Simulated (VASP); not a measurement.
# Sb2Te3O2 (I4/mmm) in VASP: relaxation of cell and atoms with PBE

Aim: the relaxation of cell and atoms of Sb2Te3O2 with PBE.

All numbers are computed with VASP 6.6.1; they aren't measurements. Logs are shortened: lines on timing, memory, paths and dates and some standing lists are left out, and cuts for length are marked.

## 1. The crystal as given

It takes space group I4/mmm (No. 139, tetragonal). Conventional cell: a = 4.000 Å, b = 4.000 Å, c = 21.700 Å, α = 90.00°, β = 90.00°, γ = 90.00°. Sb (site symmetry 4mm) is surrounded by 4 O at 2.36 Å. Te (site symmetry 4mm) has 4 Sb at 3.50 Å and 8 Te at 3.53 to 4.00 Å and 4 O at 3.88 Å as nearest neighbours. Te (site symmetry 4/mmm) has 12 Te at 3.53 to 4.00 Å as nearest neighbours. Around O (site symmetry -4m2) lie 4 Sb at 2.36 Å.

The cell was built by a generator and needn't be a form met in nature.

## 2. Relaxation of cell and atoms, PBE

INCAR reads:

```
SYSTEM = Sb2Te3O2
PREC = Normal
ENCUT = 520
EDIFF = 1E-4
ISMEAR = 0
SIGMA = 0.15
LREAL = .False.
LASPH = .True.
NELM = 60
ALGO = Fast
ISIF = 3
LWAVE = .False.
LCHARG = .False.
GGA = PE
IBRION = 2
NSW = 24
EDIFFG = -0.08
```

KPOINTS reads:

```
regular mesh
0
Gamma
  5 5 5
  0 0 0
```

POSCAR reads:

```
Sb2Te3O2
1.0
   -2.0000000000      2.0000000000     10.8500000000
    2.0000000000     -2.0000000000     10.8500000000
    2.0000000000      2.0000000000    -10.8500000000
Sb Te O
2 3 2
Direct
    0.1920000000      0.1920000000      0.0000000000
    0.8080000000      0.8080000000      0.0000000000
    0.4030000000      0.4030000000      0.0000000000
    0.5970000000      0.5970000000      0.0000000000
    0.0000000000      0.0000000000      0.0000000000
    0.2500000000      0.7500000000      0.5000000000
    0.7500000000      0.2500000000      0.5000000000
```

Potentials or basis: VASP PAW PBE potentials, release 64 (Sb, Te, O).

Run with:

```bash
$ cat potpaw_PBE.64/Sb/POTCAR potpaw_PBE.64/Te/POTCAR potpaw_PBE.64/O/POTCAR > POTCAR
$ mpirun -np 1 vasp_std > vasp.out
```

OUTCAR:

```text
SYSTEM = Sb2Te3O2
   PREC = Normal
   ENCUT = 520
   EDIFF = 1E-4
   ISMEAR = 0
   LREAL = .False.
   LASPH = .True.
   NELM = 60
   ISIF = 3
   GGA = PE
   IBRION = 2
   NSW = 24
   EDIFFG = -0.08

 ion  position               nearest neighbor table
   1  0.192  0.192  0.000-   7 2.36   6 2.36   6 2.36   7 2.36   4 3.50   4 3.50   4 3.50   4 3.50

   2  0.808  0.808  0.000-   6 2.36   7 2.36   7 2.36   6 2.36   3 3.50   3 3.50   3 3.50   3 3.50

   3  0.403  0.403  0.000-   2 3.50   2 3.50   2 3.50   2 3.50   5 3.53   5 3.53   5 3.53   5 3.53

   4  0.597  0.597  0.000-   1 3.50   1 3.50   1 3.50   1 3.50   5 3.53   5 3.53   5 3.53   5 3.53

   5  0.000  0.000  0.000-   4 3.53   4 3.53   4 3.53   3 3.53   4 3.53   3 3.53   3 3.53   3 3.53

   6  0.250  0.750  0.500-   2 2.36   1 2.36   2 2.36   1 2.36
   7  0.750  0.250  0.500-   2 2.36   1 2.36   2 2.36   1 2.36

  LATTYP: Found a body centered tetragonal cell.
 ALAT       =     4.0000000000
 C/A-ratio  =     5.4250000000

  Lattice vectors:

 A1 = (  -2.0000000000,   2.0000000000,  10.8500000000)
 A2 = (   2.0000000000,  -2.0000000000,  10.8500000000)
 A3 = (   2.0000000000,   2.0000000000, -10.8500000000)

Analysis of symmetry for initial positions (statically):
=====================================================================
 Subroutine PRICEL returns:
 Original cell was already a primitive cell.

 Routine SETGRP: Setting up the symmetry group for a
 body centered tetragonal supercell.

 Subroutine GETGRP returns: Found 16 space group operations
 (whereof 16 operations were pure point group operations)
 out of a pool of 16 trial point group operations.

The static configuration has the point symmetry D_4h.

Analysis of symmetry for dynamics (positions and initial velocities):
=====================================================================
 Subroutine PRICEL returns:
 Original cell was already a primitive cell.

 Routine SETGRP: Setting up the symmetry group for a
 body centered tetragonal supercell.

 Subroutine GETGRP returns: Found 16 space group operations
 (whereof 16 operations were pure point group operations)
 out of a pool of 16 trial point group operations.

The dynamic configuration has the point symmetry D_4h.

 Subroutine INISYM returns: Found 16 space group operations
 (whereof 16 operations are pure point group operations),
 and found     1 'primitive' translations

----------------------------------------------------------------------------------------

                                     Primitive cell

  volume of cell :     173.6000

  direct lattice vectors                    reciprocal lattice vectors
    -2.000000000  2.000000000 10.850000000     0.000000000  0.250000000  0.046082949
     2.000000000 -2.000000000 10.850000000     0.250000000  0.000000000  0.046082949
     2.000000000  2.000000000-10.850000000     0.250000000  0.250000000  0.000000000

  length of vectors
    11.212604515 11.212604515 11.212604515     0.254211798  0.254211798  0.353553391

  position of ions in fractional coordinates (direct lattice)
     0.192000000  0.192000000  0.000000000
     0.808000000  0.808000000  0.000000000
     0.403000000  0.403000000  0.000000000
     0.597000000  0.597000000  0.000000000
     0.000000000  0.000000000  0.000000000
     0.250000000  0.750000000  0.500000000
     0.750000000  0.250000000  0.500000000

  ion indices of the primitive-cell ions
   primitive index   ion index
                 1           1
                 2           2
                 3           3
                 4           4
                 5           5
                 6           6
                 7           7

----------------------------------------------------------------------------------------

 KPOINTS: regular mesh

Automatic generation of k-mesh.
 Grid dimensions read from file:
 generate k-points for:    5    5    5

 Generating k-lattice:

  Cartesian coordinates                     Fractional coordinates (reciprocal lattice)
     0.000000000  0.050000000  0.009216590     0.200000000 -0.000000000  0.000000000
     0.050000000  0.000000000  0.009216590    -0.000000000  0.200000000  0.000000000
     0.050000000  0.050000000  0.000000000     0.000000000  0.000000000  0.200000000

  Length of vectors
     0.050842360  0.050842360  0.070710678

  Shift w.r.t. Gamma in fractional coordinates (k-lattice)
     0.000000000  0.000000000  0.000000000

 Subroutine IBZKPT returns following result:
 ===========================================

 Found     18 irreducible k-points:

 Following reciprocal coordinates:
            Coordinates               Weight
  0.000000  0.000000  0.000000      1.000000
  0.200000  0.000000 -0.000000      8.000000
  0.400000  0.000000  0.000000      8.000000
  0.200000  0.200000 -0.000000      8.000000
  0.400000  0.200000 -0.000000     16.000000
 -0.400000  0.200000 -0.000000     16.000000
[... 10 lines left out ...]
 -0.400000  0.400000  0.400000      4.000000
 -0.400000 -0.400000  0.400000      2.000000
   k-points           NKPTS =     18   k-points in BZ     NKDIM =     18   number of bands    NBANDS=     24
   number of dos      NEDOS =    301   number of ions     NIONS =      7
   total plane-waves  NPLWV = 262144
   dimension x,y,z NGX =    64 NGY =   64 NGZ =   64
   dimension x,y,z NGXF=   128 NGYF=  128 NGZF=  128
   ions per type =               2   3   2
   NGX,Y,Z   is equivalent  to a cutoff of   9.49,  9.49,  9.49 a.u.
   NGXF,Y,Z  is equivalent  to a cutoff of  18.98, 18.98, 18.98 a.u.
 SYSTEM =  Sb2Te3O2
   PREC   = normal    normal or accurate (medium, high low for compatibility)
   ISTART =      0    job   : 0-new  1-cont  2-samecut
   ICHARG =      2    charge: 1-file 2-atom 10-const
   ISPIN  =      1    spin polarized calculation?
   LNONCOLLINEAR =      F non collinear calculations
   LSORBIT =      F    spin-orbit coupling
   LASPH  =      T    aspherical Exc in radial PAW
   ENCUT  =  520.0 eV  38.22 Ry    6.18 a.u.  20.85 20.85 20.85*2*pi/ulx,y,z
   NELM   =     60;   NELMIN=  2; NELMDL= -5     # of ELM steps
   EDIFF  = 0.1E-03   stopping-criterion for ELM
   LREAL  =      F    real-space projection
   EDIFFG = -.8E-01   stopping-criterion for IOM
   NSW    =     24    number of steps for IOM
   IBRION =      2    ionic relax: 0-MD 1-quasi-New 2-CG
   NFREE  =      1    steps in history (QN), initial steepest desc. (CG)
   ISIF   =      3    stress and relaxation
   ISYM   =      2    0-nonsym 1-usesym 2-fastsym
   POTIM  = 0.5000    time-step for ionic-motion
   TEBEG  =    0.0;   TEEND  =   0.0 temperature during run
   PSTRESS=    0.0 pullay stress
   NELECT =      40.0000    total number of electrons
   NUPDOWN=      -1.0000    fix difference up-down
   EMIN   =  10.00;   EMAX   =-10.00  energy-range for DOS
   EFERMI =   0.00;   METHOD = LEGACY
   ISMEAR =     0;   SIGMA  =   0.15  broadening in eV -4-tet -1-fermi 0-gaus
   EFERMI_NEDOS =   21; number of points for ismear=-14 and -15
   IALGO  =     68    algorithm
   IMIX   =      4    mixing-type and parameters
     AMIX     =   0.40;   BMIX     =  1.00
     AMIX_MAG =   1.60;   BMIX_MAG =  1.00
  volume/ion in A,a.u.               =      24.80       167.36
  Fermi-wavevector in a.u.,A,eV,Ry     =   1.003641  1.896606 13.705075  1.007295
  Thomas-Fermi vector in A             =   2.136205
   LORBIT       =      0    0 simple, 1 ext, 2 COOP (PROOUT), +10 PAW based schemes
   GGA     = PE    functional components
   LHFCALC =     F    Hartree Fock is set to
   AEXX    =    0.0000 exact exchange contribution
   IVDW    =     0    specifies the selected vdW correction
   LEPSILON=     F    determine dielectric tensor
   LRPA    =     F    only Hartree local field effects (RPA)
 conjugate gradient relaxation of ions
 non-spin polarized calculation
 RMM-DIIS sequential band-by-band and
 Gauss-broadening in eV      SIGMA  =   0.15
  energy-cutoff  :      520.00
  volume of cell :      173.60
 maximum number of plane-waves:      4729
   NGX = 41   NGY = 41   NGZ = 41

--------------------------------------- Ionic step        1  -------------------------------------------

 number of electron      39.9999999 magnetization

 Free energy of the ion-electron system (eV)
  ---------------------------------------------------
  ext. energy  EPLUGINS =         0.00000000
  ---------------------------------------------------
  free energy    TOTEN  =       -29.99295657 eV

  energy without entropy =      -29.93023747  energy(sigma->0) =      -29.96159702

 E-fermi :   6.2940     XC(G=0):  -9.6648

 val. band max:        6.2879635903   @ k =  -0.2000   0.2000   0.2000
 cond. band min:       6.2953398600   @ k =   0.2000   0.2000  -0.0000
 fundamental gap:      0.0073762697
 Fermi energy:         6.2940256795

 k-point     1 :       0.0000    0.0000    0.0000
  band No.  band energies     occupation
      1     -13.3619      2.00000
      2     -11.7070      2.00000
      3      -6.0183      2.00000
      4      -5.2971      2.00000
      5      -3.7492      2.00000
      6      -3.0607      2.00000
[... 16 lines left out ...]
     23       6.8741      0.00000
     24       8.6785      0.00000

 k-point     2 :       0.2000    0.0000   -0.0000
  band No.  band energies     occupation
      1     -13.1975      2.00000
      2     -11.8452      2.00000
      3      -5.7475      2.00000
      4      -5.0218      2.00000
      5      -3.7921      2.00000
      6      -3.1369      2.00000
[... 634 lines left out ...]
 POSITION                                       TOTAL-FORCE (eV/Angst)
 -----------------------------------------------------------------------------------
      0.00000      0.00000      4.02577        -0.000000     -0.000000     -0.332172
      1.91380      1.91380      6.48960        -0.000000     -0.000000      0.332172
      0.00000      0.00000      8.47956         0.000000      0.000000      0.054706
      0.00000      0.00000     12.55118         0.000000      0.000000     -0.054706
      0.00000      0.00000      0.00000         0.000000      0.000000     -0.000000
      1.91380     -0.00000      5.25769         0.000000      0.000000     -0.000000
     -0.00000      1.91380      5.25769         0.000000      0.000000     -0.000000
 -----------------------------------------------------------------------------------
    total drift:                               -0.000000     -0.000000     -0.000000

  FREE ENERGIE OF THE ION-ELECTRON SYSTEM (eV)
  ---------------------------------------------------
  free  energy   TOTEN  =       -30.4893756179 eV

  energy  without entropy=      -30.4479851689  energy(sigma->0) =      -30.46868039

--------------------------------------- Ionic step        6  -------------------------------------------

 number of electron      39.9999981 magnetization

 Free energy of the ion-electron system (eV)
  ---------------------------------------------------
  ext. energy  EPLUGINS =         0.00000000
  ---------------------------------------------------
  free energy    TOTEN  =       -30.49854133 eV

  energy without entropy =      -30.45845876  energy(sigma->0) =      -30.47850004

 E-fermi :   7.9298     XC(G=0): -10.2403

 val. band max:        7.9269951947   @ k =   0.4000   0.0000   0.0000
 cond. band min:       7.9393724577   @ k =  -0.4000   0.2000  -0.0000
 fundamental gap:      0.0123772630
 Fermi energy:         7.9298137636

 k-point     1 :       0.0000    0.0000    0.0000
  band No.  band energies     occupation
      1     -12.7126      2.00000
      2     -10.5201      2.00000
      3      -5.2363      2.00000
      4      -4.4833      2.00000
      5      -2.4301      2.00000
      6      -1.8229      2.00000
[... 16 lines left out ...]
     23       8.8680      0.00000
     24      10.8639      0.00000

 k-point     2 :       0.2000    0.0000   -0.0000
  band No.  band energies     occupation
      1     -12.5036      2.00000
      2     -10.7108      2.00000
      3      -4.9049      2.00000
      4      -4.1301      2.00000
      5      -2.4612      2.00000
      6      -1.8186      2.00000
[... 461 lines left out ...]
 VOLUME and BASIS-vectors are now :
 -----------------------------------------------------------------------------
  energy-cutoff  :      520.00
  volume of cell :      152.94
      direct lattice vectors                 reciprocal lattice vectors
    -1.907007329  1.907007329 10.514042547     0.000000000  0.262190917  0.047555448
     1.907007329 -1.907007329 10.514042547     0.262190917  0.000000000  0.047555448
     1.907007329  1.907007329-10.514042547     0.262190917  0.262190917  0.000000000

 POSITION                                       TOTAL-FORCE (eV/Angst)
 -----------------------------------------------------------------------------------
      0.00000      0.00000      4.00554        -0.000000     -0.000000     -0.047117
      0.00000      0.00000     17.02255        -0.000000     -0.000000      0.047117
      0.00000      0.00000      8.47930         0.000000      0.000000      0.074703
      0.00000      0.00000     12.54879         0.000000      0.000000     -0.074703
      0.00000      0.00000      0.00000        -0.000000     -0.000000     -0.000000
      1.90701     -0.00000      5.25702        -0.000000     -0.000000      0.000000
     -0.00000      1.90701      5.25702        -0.000000     -0.000000      0.000000
 -----------------------------------------------------------------------------------
    total drift:                               -0.000000      0.000000     -0.000000

  FREE ENERGIE OF THE ION-ELECTRON SYSTEM (eV)
  ---------------------------------------------------
  free  energy   TOTEN  =       -30.4985413272 eV

  energy  without entropy=      -30.4584587589  energy(sigma->0) =      -30.47850004

 reached required accuracy - stopping structural energy minimisation
```

It took 7.9 min on 1 thread of Intel Xeon Platinum 8488C (Sapphire Rapids), shared host; peak memory 0.65 GiB.

What came out:

```yaml
Free_energy: -30.4985 eV
Relaxed_volume: 21.85 Å³/atom
Relaxed_cell: a = 10.854 Å, b = 10.854 Å, c = 10.854 Å, α = 159.76°, β = 159.76°, γ = 28.77°
Space_group_after_relaxing_to_0.05_Å: I4/mmm (No. 139)
Energy_gained_by_relaxing: 72.2 meV/atom
Ionic_steps: 6
Pressure_after_relaxing: -0.2 GPa
Largest_force_after_relaxing: 0.075 eV/Å
Band_gap_on_the_k_mesh: none (metal or under the smearing width)
```

Forces on the atoms (eV/Å):
```
Sb   0.000  0.000 -0.047
Sb   0.000  0.000  0.047
Te   0.000  0.000  0.075
Te   0.000  0.000 -0.075
Te   0.000  0.000  0.000
O    0.000  0.000  0.000
O    0.000  0.000  0.000
```

Stress tensor (GPa, compression positive):
```
-0.18  0.00  0.00
 0.00 -0.18  0.00
 0.00  0.00 -0.38
```

The path:
| step | energy change (eV) | largest force (eV/Å) | pressure (GPa) | volume (Å³) |
| --- | --- | --- | --- | --- |
| 1 | 0.0000 | 0.6288 | -6.93 | 173.60 |
| 2 | -0.3507 | 1.5649 | 4.25 | 148.02 |
| 3 | -0.4563 | 0.7643 | -0.16 | 155.50 |
| 4 | -0.4561 | 0.7231 | -0.37 | 155.85 |
| 5 | -0.4964 | 0.3322 | -0.26 | 154.06 |
| 6 | -0.5056 | 0.0747 | -0.24 | 152.94 |

Final structure:
```
CELL_PARAMETERS angstrom
-1.90701 1.90701 10.51404
1.90701 -1.90701 10.51404
1.90701 1.90701 -10.51404
ATOMIC_POSITIONS crystal
Sb 0.19049 0.19049 0.00000
Sb 0.80951 0.80951 0.00000
Te 0.40324 0.40324 0.00000
Te 0.59676 0.59676 0.00000
Te 0.00000 0.00000 0.00000
O 0.25000 0.75000 0.50000
O 0.75000 0.25000 0.50000
```

Levels at points of the mesh, in eV from the Fermi level:
```
           k point  band 18  band 19  band 20  band 21  band 22  band 23
(0.00, 0.00, 0.00)    -0.76    -0.76    -0.21     0.53     0.53     0.94
```

Caveat: the k mesh is coarse (spacing up to 0.44 Å⁻¹), so the values aren't converged; the relaxation stopped at a loose force limit of 0.08 eV/Å, so its end isn't a converged minimum.
